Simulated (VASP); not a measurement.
VASP ran on this input.

### KPOINTS
```
Automatic
0
gamma
10 10 6
0 0 0
```

**POSCAR**
```
FeSi2
1.0
  2.6761579586   0.0000000000   0.0000000000
  0.0000000000   2.6761579586   0.0000000000
  0.0000000000   0.0000000000   5.1100313381
Fe Si
1 2
Cart
  0.0000000000   0.0000000000   0.0000000000
  1.3380789793   1.3380789793   3.7189900793
  1.3380789793   1.3380789793   1.3910412588
```

INCAR:
```
ALGO=Normal
EDIFF=1E-6
EDIFFG=-0.02
ENCUT=400
IBRION=2
ISIF=3
ISMEAR=1
LASPH=.True.
LCHARG=.False.
LMAXMIX=4
LMIXTAU=.True.
LREAL=.False.
LWAVE=.False.
METAGGA=R2SCAN
NELM=100
NSW=60
PREC=Accurate
SIGMA=0.1
SYSTEM=FeSi2
```

POTCAR, in this order: Fe Si (PBE.64 set). Program: vasp_std.

Q: Write an equivalent input for Ansatz.

A: One equivalent input (not run):
Ansatz 0.2 input:
```yaml
crystal:
  lattice:
    - [2.6761580, 0.0000000, 0.0000000]
    - [0.0000000, 2.6761580, 0.0000000]
    - [0.0000000, 0.0000000, 5.1100313]
  atoms:
    - { symbol: Fe, position: [0.0000000, 0.0000000, 0.0000000] }
    - { symbol: Si, position: [0.5000000, 0.5000000, 0.7277822] }
    - { symbol: Si, position: [0.5000000, 0.5000000, 0.2722178] }
kpoints:
  mp_grid: { grid: [10, 10, 6] }
hamiltonian:
  xc: r2scan
  pseudopotentials: { kind: paw }
scf:
  occupations: { method: methfessel_paxton, width: 0.1 }
  max_iter: 100
relax:
  max_steps: 60
  f_tol: 0.02
  cell: {}
output: { forces: true, stress: true, eigenvalues: true }
```
The two are equivalent in intent, not identical: each code has its own PAW files, so the cut-off isn't converted (ENCUT is set for VASP's; basis.ecutwfc is left out, and Ansatz then takes the one that its files recommend); Ansatz stops its SCF on the density residual and VASP on the energy change (EDIFF).

The structure comes from a computed database's FeSi2 entry (P4/mmm); how it stands against other phases isn't given here. This run relaxes it. Symmetry was kept, so distortions that lower it aren't found. The start is the result of an earlier pass.
